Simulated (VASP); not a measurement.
Set up this calculation in VASP 6.6.1, as the native input.

| Property | Result |
| --- | --- |
| Task | relaxation of cell and atoms |
| Functional | PBE |
| Potentials or basis | VASP PAW PBE potentials, release 64 (Cd, Te, O) |
| Cutoff | 520 eV |
| k mesh | 4 × 4 × 4 |
| Occupations | gaussian, width 0.15 eV |
| Spin | no spin polarisation |
| Further INCAR settings | PREC = Normal; ALGO = Fast; EDIFF = 0.0001; IBRION = 2; EDIFFG = -0.08; NSW = 24; ISIF = 3 |

The structure of Cd2TeO lies in POSCAR:

```
Cd2TeO
1.0
   -2.7950000000      2.7950000000      5.5850000000
    2.7950000000     -2.7950000000      5.5850000000
    2.7950000000      2.7950000000     -5.5850000000
Cd Te O
4 2 2
Direct
    0.1950000000      0.1250000000      0.5700000000
    0.5550000000      0.6250000000      0.4300000000
    0.8750000000      0.4450000000      0.0700000000
    0.3750000000      0.8050000000      0.9300000000
    0.0000000000      0.0000000000      0.0000000000
    0.7500000000      0.2500000000      0.5000000000
    0.5000000000      0.5000000000      0.0000000000
    0.2500000000      0.7500000000      0.5000000000
```

The cell was built by a generator and needn't be a form met in nature.

One way to write it, as run:

INCAR

```
SYSTEM = Cd2TeO
ALGO = Fast ; EDIFF = 1E-4
EDIFFG = -0.08 ; ENCUT = 520
GGA = PE ; IBRION = 2
ISIF = 3 ; ISMEAR = 0
LASPH = .TRUE. ; LCHARG = .FALSE.
LREAL = .FALSE. ; LWAVE = .FALSE.
NELM = 60 ; NSW = 24
PREC = Normal ; SIGMA = 0.15
```

KPOINTS

```
k-points
0
G
  4 4 4
  0 0 0
```

Potentials or basis: VASP PAW PBE potentials, release 64 (Cd, Te, O).

Launch:

```console
$ cat potpaw_PBE.64/Cd/POTCAR potpaw_PBE.64/Te/POTCAR potpaw_PBE.64/O/POTCAR > POTCAR
$ mpirun -np 1 vasp_std > vasp.out
```

Results of the run:

The relaxed volume is 24.62 Å³/atom and the relaxed cell is a = 7.067 Å, b = 7.067 Å, c = 7.067 Å, α = 130.95°, β = 130.95°, γ = 71.89°. The space group after relaxing (to 0.05 Å) is I-42d (No. 122), the energy gained by relaxing is 111.4 meV/atom and the ionic steps are 5. The pressure after relaxing is 0.2 GPa, the largest force after relaxing is 0.019 eV/Å and the band gap on the k mesh is none (metal or under the smearing width).

Caveat: the k mesh is coarse (spacing up to 0.40 Å⁻¹), so the values aren't converged.

Run time: 4.1 min on 1 thread of AMD EPYC 7R13 Processor (Zen 3) (shared host), peak memory 0.26 GiB.
